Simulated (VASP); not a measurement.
# AlB3P4 (P-4m2) in VASP: phonons with PBE

Aim: the phonons of AlB3P4 with PBE.

All numbers are computed with VASP 6.6.1; they aren't measurements. Logs are shortened: lines on timing, memory, paths and dates and some standing lists are left out, and cuts for length are marked.

### Step 1. Starting point

Symmetry: P-4m2, No. 115, tetragonal system. The conventional cell has a = 3.344 Å, b = 3.344 Å, c = 9.833 Å, α = 90.00°, β = 90.00°, γ = 90.00°. Around Al (site symmetry -4m2) lie 4 P at 2.30 Å. B (site symmetry 2mm) is surrounded by 4 P at 2.00 to 2.01 Å. B (site symmetry -4m2) is surrounded by 4 P at 2.01 Å. P (site symmetry 2mm) has 4 B at 2.01 Å as nearest neighbours. Around P (site symmetry 2mm) lie 2 B at 2.00 Å and 2 Al at 2.30 Å.

The cell was built by a generator and needn't be a form met in nature.

### Step 2. Phonons, PBE

POSCAR reads:

```
AlB3P4
1.0
    3.3435800000      0.0000000000      0.0000000000
    0.0000000000      3.3435800000      0.0000000000
    0.0000000000      0.0000000000      9.8333600000
Al B P
1 3 4
Direct
    0.0000000000      0.0000000000      0.0000000000
    0.5000000000      0.5000000000      0.7273140000
    0.0000000000      0.0000000000      0.5000000000
    0.5000000000      0.5000000000      0.2726860000
    0.0000000000      0.5000000000      0.6136170000
    0.5000000000      0.0000000000      0.3863830000
    0.0000000000      0.5000000000      0.1608160000
    0.5000000000      0.0000000000      0.8391840000
```

INCAR.step1 reads:

```
SYSTEM = AlB3P4
ALGO = Normal
EDIFF = 1E-8
EDIFFG = -0.002
ENCUT = 520
GGA = PE
IBRION = 2
ISIF = 3
ISMEAR = 0
KPAR = 4
LASPH = .TRUE.
LCHARG = .FALSE.
LREAL = .FALSE.
LWAVE = .FALSE.
NELM = 60
NSW = 40
PREC = Accurate
SIGMA = 0.1
```

INCAR.step2 reads:

```
SYSTEM = AlB3P4
ALGO = Normal
EDIFF = 1E-8
ENCUT = 520
GGA = PE
IBRION = 6
ISIF = 2
ISMEAR = 0
KPAR = 4
LASPH = .TRUE.
LCHARG = .FALSE.
LREAL = .FALSE.
LWAVE = .FALSE.
NELM = 60
NFREE = 2
NSW = 1
POTIM = 0.015
PREC = Accurate
SIGMA = 0.1
```

KPOINTS reads:

```
k-points
0
G
  10 10 4
  0 0 0
```

Potentials or basis: VASP PAW PBE potentials, release 64 (Al, B, P).

On the command line:

```
cat potpaw_PBE.64/Al/POTCAR potpaw_PBE.64/B/POTCAR potpaw_PBE.64/P/POTCAR > POTCAR
cp INCAR.step1 INCAR
mpirun -np 4 vasp_std > vasp.out
cp CONTCAR POSCAR
cp INCAR.step2 INCAR
mpirun -np 4 vasp_std > vasp.out
```

OUTCAR:

```text
SYSTEM = AlB3P4
   EDIFF = 1E-8
   ENCUT = 520
   GGA = PE
   IBRION = 6
   ISIF = 2
   ISMEAR = 0
   LASPH = .TRUE.
   LREAL = .FALSE.
   NELM = 60
   NFREE = 2
   NSW = 1
   POTIM = 0.015
   PREC = Accurate

 ion  position               nearest neighbor table
   1  0.000  0.000  0.000-   7 2.30   8 2.30   7 2.30   8 2.30
   2  0.500  0.500  0.727-   8 2.00   8 2.00   5 2.01   5 2.01
   3  0.000  0.000  0.500-   5 2.01   6 2.01   5 2.01   6 2.01
   4  0.500  0.500  0.273-   7 2.00   7 2.00   6 2.01   6 2.01
   5  0.000  0.500  0.614-   3 2.01   3 2.01   2 2.01   2 2.01
   6  0.500  0.000  0.386-   3 2.01   3 2.01   4 2.01   4 2.01
   7  0.000  0.500  0.161-   4 2.00   4 2.00   1 2.30   1 2.30
   8  0.500  0.000  0.839-   2 2.00   2 2.00   1 2.30   1 2.30

  LATTYP: Found a simple tetragonal cell.
 ALAT       =     3.3435696042
 C/A-ratio  =     2.9409659251

  Lattice vectors:

 A1 = (   3.3435696042,   0.0000000000,   0.0000000000)
 A2 = (   0.0000000000,   3.3435696042,   0.0000000000)
 A3 = (   0.0000000000,   0.0000000000,   9.8333242743)

Analysis of symmetry for initial positions (statically):
=====================================================================
 Subroutine PRICEL returns:
 Original cell was already a primitive cell.

 Routine SETGRP: Setting up the symmetry group for a
 simple tetragonal supercell.

 Subroutine GETGRP returns: Found  8 space group operations
 (whereof  8 operations were pure point group operations)
 out of a pool of 16 trial point group operations.

The static configuration has the point symmetry D_2d.

Analysis of symmetry for dynamics (positions and initial velocities):
=====================================================================
 Subroutine PRICEL returns:
 Original cell was already a primitive cell.

 Routine SETGRP: Setting up the symmetry group for a
 simple tetragonal supercell.

 Subroutine GETGRP returns: Found  8 space group operations
 (whereof  8 operations were pure point group operations)
 out of a pool of 16 trial point group operations.

The dynamic configuration has the point symmetry D_2d.

 Subroutine INISYM returns: Found  8 space group operations
 (whereof  8 operations are pure point group operations),
 and found     1 'primitive' translations

----------------------------------------------------------------------------------------

                                     Primitive cell

  volume of cell :     109.9312

  direct lattice vectors                    reciprocal lattice vectors
     3.343569604  0.000000000  0.000000000     0.299081556  0.000000000  0.000000000
     0.000000000  3.343569604  0.000000000     0.000000000  0.299081556  0.000000000
     0.000000000  0.000000000  9.833324274     0.000000000  0.000000000  0.101695009

  length of vectors
     3.343569604  3.343569604  9.833324274     0.299081556  0.299081556  0.101695009

  position of ions in fractional coordinates (direct lattice)
     0.000000000  0.000000000  0.000000000
     0.500000000  0.500000000  0.727325712
     0.000000000  0.000000000  0.500000000
     0.500000000  0.500000000  0.272674288
     0.000000000  0.500000000  0.613623938
     0.500000000  0.000000000  0.386376062
     0.000000000  0.500000000  0.160812836
     0.500000000  0.000000000  0.839187164

  ion indices of the primitive-cell ions
   primitive index   ion index
[... 104 lines left out ...]
   LORBIT       =      0    0 simple, 1 ext, 2 COOP (PROOUT), +10 PAW based schemes
   GGA     = PE    functional components
   LHFCALC =     F    Hartree Fock is set to
   AEXX    =    0.0000 exact exchange contribution
   IVDW    =     0    specifies the selected vdW correction
   LEPSILON=     F    determine dielectric tensor
   LRPA    =     F    only Hartree local field effects (RPA)
 finite differences with symmetry
 non-spin polarized calculation
 Gauss-broadening in eV      SIGMA  =   0.10
  energy-cutoff  :      520.00
  volume of cell :      109.93
 maximum number of plane-waves:      3008
 NGX is ok and might be reduce to    28
   NGX = 13   NGY = 13   NGZ = 37

--------------------------------------- Ionic step        1  -------------------------------------------

 number of electron      32.0000000 magnetization

 Free energy of the ion-electron system (eV)
  ---------------------------------------------------
  ext. energy  EPLUGINS =         0.00000000
  ---------------------------------------------------
  free energy    TOTEN  =       -47.76996288 eV

  energy without entropy =      -47.76996125  energy(sigma->0) =      -47.76996207

------------------------ aborting loop because EDIFF is reached ----------------------------------------

  FORCE on cell =-STRESS in cart. coord.  units (eV):
  Direction    XX          YY          ZZ          XY          YZ          ZX
  --------------------------------------------------------------------------------------
  -------------------------------------------------------------------------------------
  Total        0.0004346      0.0004346      0.0005286      0.0000000      0.0000000      0.0000000
  in kB        0.0063337      0.0063337      0.0077044      0.0000000      0.0000000      0.0000000
  external PRESSURE =       0.0067906 kB  Pullay stress =       0.0000000 kB
[... 107 lines left out ...]
  FREE ENERGIE OF THE ION-ELECTRON SYSTEM (eV)
  ---------------------------------------------------
  free  energy   TOTEN  =       -47.7687555384 eV

  energy  without entropy=      -47.7687538903  energy(sigma->0) =      -47.76875471

[... ionic steps 4 to 24 ...]

--------------------------------------- Ionic step       25  -------------------------------------------

 number of electron      32.0000000 magnetization

------------------------ aborting loop because EDIFF is reached ----------------------------------------
[... 79 lines left out ...]
--------------------------------------- Ionic step       27  -------------------------------------------

 number of electron      31.9999999 magnetization

 Free energy of the ion-electron system (eV)
  ---------------------------------------------------
  ext. energy  EPLUGINS =         0.00000000
  ---------------------------------------------------
  free energy    TOTEN  =       -47.76771099 eV

  energy without entropy =      -47.76770938  energy(sigma->0) =      -47.76771019

 E-fermi :   7.5248     XC(G=0): -10.3858

 val. band max:        7.2871075715   @ k =   0.0000   0.0000   0.0000
 cond. band min:       7.7833357481   @ k =   0.4000   0.4000   0.0000
 fundamental gap:      0.4962281766
 Fermi energy:         7.5247868105

 k-point     1 :       0.0000    0.0000    0.0000
  band No.  band energies     occupation
      1      -7.9226      2.00000
      2      -6.7771      2.00000
      3      -5.8915      2.00000
      4      -3.6273      2.00000
      5      -1.1573      2.00000
      6       2.6918      2.00000
[... 565 lines left out ...]
     20      10.1840      0.00000
     21      10.7988      0.00000

 [... further k-points ...]

------------------------ aborting loop because EDIFF is reached ----------------------------------------

  FORCE on cell =-STRESS in cart. coord.  units (eV):
  Direction    XX          YY          ZZ          XY          YZ          ZX
  --------------------------------------------------------------------------------------
  -------------------------------------------------------------------------------------
  Total       -0.0921321      0.1831950      0.0055730      0.0000000      0.0000000      0.0000000
  in kB       -1.3427671      2.6699500      0.0812231      0.0000000      0.0000000      0.0000000
  external PRESSURE =       0.4694687 kB  Pullay stress =       0.0000000 kB
[... 23 lines left out ...]
  FREE ENERGIE OF THE ION-ELECTRON SYSTEM (eV)
  ---------------------------------------------------
  free  energy   TOTEN  =       -47.7677109903 eV

  energy  without entropy=      -47.7677093841  energy(sigma->0) =      -47.76771019

 INTERNAL STRAIN TENSORS FROM DISPLACED ATOMS
 ============================================

 INTERNAL STRAIN TENSOR FOR ION    1 for displacements in x,y,z  (eV/Angst):
          X           Y           Z          XY          YZ          ZX
  --------------------------------------------------------------------------------
  x     0.00000     0.00000     0.00000     0.00000     0.00000   -10.97061
  y     0.00000     0.00000     0.00000     0.00000    10.97061     0.00000
  z   -10.47412    10.47412     0.00000     0.00000     0.00000     0.00000

 INTERNAL STRAIN TENSOR FOR ION    8 for displacements in x,y,z  (eV/Angst):
          X           Y           Z          XY          YZ          ZX
  --------------------------------------------------------------------------------
  x     0.00000     0.00000     0.00000     0.00000     0.00000     9.33314
  y     0.00000     0.00000     0.00000     0.00000   -11.03563     0.00000
  z    11.86334    -6.46882     0.23249     0.00000     0.00000     0.00000

 Eigenvectors and eigenvalues of the dynamical matrix
 ----------------------------------------------------

   1 f  =   22.369246 THz   140.550119 2PiTHz  746.157736 cm-1    92.511727 meV
             X         Y         Z           dx          dy          dz
      0.000000  0.000000  0.000000     0.000000    0.000000    0.005334
      1.671785  1.671785  7.152030     0.000000    0.000000    0.189840
      0.000000  0.000000  4.916662     0.000000    0.000000    0.844972
      1.671785  1.671785  2.681295     0.000000    0.000000    0.189840
      0.000000  1.671785  6.033963    -0.000000   -0.000000   -0.324637
      1.671785  0.000000  3.799361    -0.000000   -0.000000   -0.324637
      0.000000  1.671785  1.581325    -0.000000   -0.000000   -0.039597
      1.671785  0.000000  8.252000     0.000000   -0.000000   -0.039597
[... 243 lines left out ...]
  24 f/i=    0.001469 THz     0.009231 2PiTHz    0.049004 cm-1     0.006076 meV
             X         Y         Z           dx          dy          dz
      0.000000  0.000000  0.000000     0.284874   -0.256867    0.000000
      1.671785  1.671785  7.152030     0.180390   -0.162638    0.000000
      0.000000  0.000000  4.916662     0.180371   -0.162639    0.000000
      1.671785  1.671785  2.681295     0.180371   -0.162656    0.000000
      0.000000  1.671785  6.033963     0.305298   -0.275293    0.000000
      1.671785  0.000000  3.799361     0.305309   -0.275283    0.000000
      0.000000  1.671785  1.581325     0.305230   -0.275292    0.000000
      1.671785  0.000000  8.252000     0.305308   -0.275222    0.000000

 ELASTIC MODULI CONTR FROM IONIC RELAXATION (kBar)
 Direction    XX          YY          ZZ          XY          YZ          ZX
 --------------------------------------------------------------------------------
 XX        -182.5384    158.9515     -1.9414      0.0000      0.0000     -0.0000
 YY         158.9515   -182.5384     -1.9414      0.0000      0.0000      0.0000
 ZZ          -1.9414     -1.9414     -0.7748      0.0000      0.0000     -0.0000
 XY           0.0000      0.0000      0.0000      0.0000      0.0000      0.0000
 YZ           0.0000      0.0000      0.0000      0.0000   -382.6384     -0.0000
 ZX          -0.0000      0.0000     -0.0000      0.0000     -0.0000   -382.6384
 --------------------------------------------------------------------------------
```

Wall time 20 min (4 MPI ranks of Intel Xeon Platinum 8488C (Sapphire Rapids), shared host); peak memory 0.58 GiB.

What came out:

| Property | Result |
| --- | --- |
| Highest phonon frequency at Γ, LO-TO splitting left out | 746 cm⁻¹ |

Phonon frequencies in cm⁻¹ (negative: imaginary):
| q point | frequencies |
| --- | --- |
| (0.000, 0.000, 0.000) | 0 0 0 143 143 203 203 279 279 315 319 445 445 479 548 641 641 670 670 717 717 720 728 746 |
